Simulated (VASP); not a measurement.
Here is the system:

```
CELL_PARAMETERS angstrom
      1.92946    -3.34192     0.00000
      1.92946     3.34192     0.00000
      0.00000     0.00000     5.99296
ATOMIC_POSITIONS crystal
  La 0.33333 0.66667 0.24554
  La 0.66667 0.33333 0.75446
  O  0.00000 0.00000 0.00000
  O  0.33333 0.66667 0.64627
  O  0.66667 0.33333 0.35373
```

These are optB88-vdW, VASP's PBE PAW potentials (set 64) (plane waves; VASP) values and carry that method's errors. Settings: 520 eV cut-off, 7×7×4 Γ-centred mesh, Gaussian smearing of 0.050 eV, potentials La O.

Problem. The ions and cell shape at fixed volume are relaxed. Give the cell that the relaxation ends in.

Solution. 
```
CELL_PARAMETERS angstrom
      1.94768    -3.37349     0.00000
      1.94768     3.37349     0.00000
      0.00000     0.00000     5.88130
ATOMIC_POSITIONS crystal
  La 0.33333 0.66667 0.24089
  La 0.66667 0.33333 0.75911
  O  0.00000 0.00000 0.00000
  O  0.33333 0.66667 0.64958
  O  0.66667 0.33333 0.35042
```
Space group P-3m1 (164), at a tolerance of 0.03 Å.

Problem. How much energy does the relaxation gain?

Solution. The energy (σ→0) changes by -4.1 meV/atom, in 9 ionic steps.

The compound is La2O3 in the a-type structure. This cell is one point of a volume scan, at 0.94 of the reference volume. Symmetry was kept, so distortions that lower it aren't found.
